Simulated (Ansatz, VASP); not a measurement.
**SbMo2N: VASP beside Ansatz**

Aim: how closely do two programs agree when they are given the same cell, functional and k mesh? The cell is invented: As first built, before any earlier steps moved the atoms (in the runner's words): it takes the MoP structure with some of its atoms replaced by other elements, volume scaled by an estimate. It may not be a known or stable phase. The cell is taken from a series of VASP runs on this material, whose earlier steps may have relaxed, scaled or displaced it; both programs get it as it stands.

Calculated with Ansatz 0.2.0; plane waves, with VASP 6.6.1 beside it; zone-centre phonons at PBE.

**1. The structure**

It takes space group P-6m2 (No. 187, hexagonal). The conventional cell has a = 3.113 Å, b = 3.113 Å, c = 6.919 Å, α = 90.00°, β = 90.00°, γ = 120.00°. Sb has 6 Mo at 2.80 Å and 6 Sb at 3.11 Å nearest. Nearest to Mo lie 3 N at 2.22 Å. Nearest to N lie 6 Mo at 2.22 Å. As first built, before any earlier steps moved the atoms (in the runner's words): sites of the MoP structure (space group 187) filled with other elements, volume scaled by an estimate. Farther neighbours and most contacts between anions are not listed.

**2. Ansatz: zone-centre phonons, PBE**

Ansatz runs on its default PAW (the set named soft_2) files.

Second derivatives magnify differences that forces hide, and they need a tight electronic threshold.

input.yaml reads:

```yaml
crystal:
  lattice:
    - [3.1132811107, 0.0, 0.0]
    - [-1.5566405554, 2.696180614, 0.0]
    - [0.0, 0.0, 6.918888086]
  atoms:
    - { symbol: Sb, position: [0.33333333, 0.66666667, 0.0] }
    - { symbol: Mo, position: [0.0, 0.0, 0.3111528614] }
    - { symbol: Mo, position: [0.0, 0.0, 0.6888471386] }
    - { symbol: "N", position: [0.33333333, 0.66666667, 0.5] }
hamiltonian:
  xc: pbe
  pseudopotentials: { kind: paw }
kpoints:
  mp_grid: { grid: [8, 8, 4] }
scf:
  occupations: { method: fermi_dirac, width: 0.05 }
phonons:
  method: dfpt
  qpoints: [[0, 0, 0]]
```

Run with:

```sh
$ ansatz run input.yaml --threads 4 --pin off --max-ram 9216MiB --backend cpu --events-out ev --progress --plain --runs-dir out
```

Numbers of over 12 decimals in the logs are rounded to 6 here.

The program printed:

```text
Engine: ansatz 0.2.0, aarch64-unknown-linux-gnu
Pseudopotentials: kind: paw
Pseudopotential: Sb, paw, valence charge 15, recommended cutoff 420 eV (normal), Sb.paw.azcp
Pseudopotential: Mo, paw, valence charge 14, recommended cutoff 420 eV (normal), Mo.paw.azcp
Pseudopotential: N, paw, valence charge 5, recommended cutoff 420 eV (normal), N.paw.azcp
Functional definition: PBE
  parameter kappa = 0.804
  parameter beta = 0.066725
  exchange = pbe_x(kappa = kappa, mu = beta*pi^2/3)
  correlation = pbe_c(beta = beta)
Crystal: 4 atoms, lattice volume = 58.077 Å³
Basis set: ecut = 420 eV, 1115 PW (Γ), exchange–correlation on 48×48×96 points (8 copies of the dense FFT grid, shifted against one another)
Bands: 29, of which v1, the nominal top of the filled ones, is band 24 counted from 1 (23 counted from 0)
Symmetry: 12 space group operations
k-points: 78 of 256 (irreducible under 2 space group operations, time reversal used)
Non-local potential: Sb, projectors of the file, l = 0: 2, l = 1: 2, l = 2: 2, l = 3: 2
Non-local potential: Mo, projectors of the file, l = 0: 3, l = 1: 2, l = 2: 2, l = 3: 1
Non-local potential: N, projectors of the file, l = 0: 2, l = 1: 2, l = 2: 1
PAW form: soft (Blöchl's): semilocal exchange-correlation on the pseudo side does not see the compensation charge
PAW one-centre angular grid: Sb, 590 points (default); XC on 64 Gauss nodes
PAW one-centre angular grid: Mo, 590 points (default); XC on 64 Gauss nodes
PAW one-centre angular grid: N, 110 points (default); XC on 64 Gauss nodes
Initial density: superposition of atomic densities (neutral atoms: chi_scale 0, normalization atom), corrected by the library's trained network
Initial wavefunctions: pseudopotential atomic-orbital guess
Functional: x = pbe(κ = 0.804, μ = 0.219515), c = pbe(β = 0.066725)
SCF iter   1: F=—  HF=-16779.920406 eV  |F-HF|=—  |Δ(HF+E_count)|=         —  Δρ=1.10e-2  dr2=1.02e-1  ethr=1.77e-3  ⟨swp⟩=6.0  Hψ=9165  notcnv=0
preconditioner: auto → Kerker (q_TF=auto, 2.643 Å⁻¹)  [metal: Δε(μ)=0.035 eV  Ē_g=7.016 eV  σ=0.050 eV  W_gap=0.17  n_scr=22 (ndim 8)  ℏωp=22.9 eV  f_vac=0.000  D(μ)=1.73/eV (n_scr^D=4)]
SCF iter   2: F=—  HF=-16779.915962 eV  |F-HF|=—  |Δ(HF+E_count)|=   4.44e-3  Δρ=6.35e-3  dr2=4.16e-2  ethr=2.12e-4  ⟨swp⟩=1.2  Hψ=2910  notcnv=0
SCF iter   3: F=—  HF=-16779.911787 eV  |F-HF|=—  |Δ(HF+E_count)|=   4.17e-3  Δρ=9.40e-4  dr2=1.61e-3  ethr=8.66e-5  ⟨swp⟩=2.0  Hψ=2982  notcnv=0
SCF iter   4: F=—  HF=-16779.911523 eV  |F-HF|=—  |Δ(HF+E_count)|=   2.64e-4  Δρ=3.49e-4  dr2=9.91e-5  ethr=3.36e-6  ⟨swp⟩=2.0  Hψ=2795  notcnv=0
SCF iter   5: F=—  HF=-16779.911518 eV  |F-HF|=—  |Δ(HF+E_count)|=   4.29e-6  Δρ=8.53e-5  dr2=5.32e-6  ethr=2.07e-7  ⟨swp⟩=2.0  Hψ=3021  notcnv=0
SCF iter   6: F=—  HF=-16779.911521 eV  |F-HF|=—  |Δ(HF+E_count)|=   2.34e-6  Δρ=2.86e-5  dr2=5.60e-7  ethr=1.11e-8  ⟨swp⟩=2.0  Hψ=3513  notcnv=0
SCF iter   7: F=—  HF=-16779.911522 eV  |F-HF|=—  |Δ(HF+E_count)|=   9.15e-7  Δρ=6.42e-6  dr2=2.69e-8  ethr=1.17e-9  ⟨swp⟩=2.0  Hψ=3486  notcnv=0
SCF iter   8: F=—  HF=-16779.911522 eV  |F-HF|=—  |Δ(HF+E_count)|=   1.72e-9  Δρ=1.23e-6  dr2=6.66e-10  ethr=5.60e-11  ⟨swp⟩=2.0  Hψ=3109  notcnv=0
SCF iter   9: F=—  HF=-16779.911522 eV  |F-HF|=—  |Δ(HF+E_count)|=  6.55e-11  Δρ=2.60e-7  dr2=3.52e-11  ethr=1.39e-12  ⟨swp⟩=3.0  Hψ=4340  notcnv=0
SCF iter  10: F=-16779.911522 eV  HF=-16779.911522 eV  |F-HF|=1.46e-11  |Δ(HF+E_count)|=    0.00e0  Δρ=7.00e-8  dr2=2.29e-12  ethr=1.00e-12  ⟨swp⟩=5.3  Hψ=9141  notcnv=0
the search or the solves at the SCF's close seem to have found levels that the self-consistency loop had missed (the run counts 2). By its estimate they hold under 1e-12 electrons; where the run keeps them, the occupations were computed again with them
SCF 1 converged in 10 iterations: F = -16779.911522 eV  dr2 = 2.29e-12
  greatest PAW one-centre occupation: 0.998 electrons in one spin orbital (limit 2), on the Mo atom at site 2 (counted from 0), in its partial waves of l = 0
DFPT response loops at Γ: preconditioner auto → Kerker (q_TF=auto, 2.643 Å⁻¹) (partly filled bands, converged f_vac=0.000); β = 1.00, the filter's whole step (`scf.mixing.beta` (0.50) is not read by the response loops under this deck's `scf.mixing.preconditioner`; to damp them name `kerker` or `kerker_dos`, under which they read `scf.mixing.beta`, and type it under 1.00, their step now; both keys bind the ground state too); Broyden in place of MSR1
SCF converged after 10 iterations
Free energy (F): -16779.911522 eV
Harris-Foulkes:  -16779.911522 eV  (|F-HF|=1.46e-11)
Internal energy: -16779.897183 eV  (E = F + TS)
E sigma→0 (E₀):  -16779.904352 eV
Entropy (-TS):   -0.014338 eV (-3.585 meV/atom)
Fermi energy:    18.610597 eV
--- Per-component energies (eV) ---
  E_band       = -189.832732
  E_kinetic    = 1222.269955
  E_local      = -2997.022696  (includes V_loc(G=0)·N_el)
  E_nonlocal   = 696.961150
  E_hartree    = 1163.003404
  E_xc         = -566.271726
  E_vxc        = -632.013104  (∫ρ·V_xc dr)
  E_paw        = -11107.900203  (= ΣΔE_a)
  E_vpaw       = -806.034994  (= ΣTr[D̂ρ^β])
  E_aug_tail   = 0.000146  (compensation charges beyond the density's cutoff)
  E_ewald      = -5190.937214
  E_smearing   = -0.014338  (= −TS)
  E_closure    = -0.000000  (closes the sum)
  Σ components = -16779.911522   (vs F -16779.911522, Δ=0.00e0)
--- Band table (eV; the first three rows and the last of 78) ---
  k-point 0: bands = [... 20 lower, 17.3300, 17.3300, 17.5554, 17.5554, 19.6552, 19.6552, 19.7601, 20.8582, ... 1 higher]
  k-point 1: bands = [... 20 lower, 17.3643, 17.3643, 17.5683, 17.5683, 19.5051, 19.5051, 19.6125, 21.3583, ... 1 higher]
  k-point 2: bands = [... 20 lower, 17.3858, 17.3858, 17.6020, 17.6020, 19.3521, 19.3521, 19.5149, 21.4022, ... 1 higher]
  k-point 77: bands = [... 20 lower, 15.0729, 16.2792, 17.6461, 17.6956, 19.6748, 19.7539, 20.6962, 20.9315, ... 1 higher]
--- Phonons (Γ-DFPT): 6 representative perturbations + reference, on 78 of 256 k-points (Σ response iterations 20) ---
  k mesh reduced under 2 symmetry operations, with k and −k counted as one. Each operation leaves every solved perturbation unchanged. A smaller set is not used because it would not reduce the number of displacements times k-points to solve
  ASR residual: 3.552e-4 → 0.000e0 eV/Å²; symmetrization residual: 1.600e-5 eV/Å²
  ASR residual per site (eV/Å²): 2.20e-5 3.55e-4 3.55e-4 3.30e-5
  Γ frequencies (cm⁻¹): 0.00 0.00 0.00 138.77 138.77 172.27 172.27 188.11 273.89 391.31 403.51 403.51
  non-analytic LO–TO correction: not included (Born effective charges unavailable; polar crystals: no LO–TO splitting at Γ)
--- Phonons (arbitrary-q DFPT): 1 explicit q-point ---
  q = [0, 0, 0] (of the zone-centre solve; hermiticity 5.59e-7, symmetrization 9.77e-7): 0.00 0.00 0.00 138.77 138.77 172.27 172.27 188.11 273.89 391.31 403.51 403.51
  sum rule: each row above includes the acoustic sum rule's correction from the zone centre's row sums; it moved no ω² by more than (1.00 cm⁻¹)²
```

Wall time 22 s (4 threads of Arm Neoverse V2, shared host); peak memory 0.77 GiB; 79 s of CPU time.

The column dr2 measures how far the density is from self-consistency, as an energy; F and HF (Harris–Foulkes) agree once it is small.

[end of part 1 of 3]

[Lines on the potential files, build, host, timing and source positions are cut from VASP's logs without a mark.]

[Logs are printed without paths, hosts, clocks, repeated set-up lines and the standing remarks that a program may print on its own settings, such as how far it seeks lower states.]

[Hosts, paths, dates, database ids (printed as entryN), source tags and the programs' standing remarks are cut or masked in the printed files.]
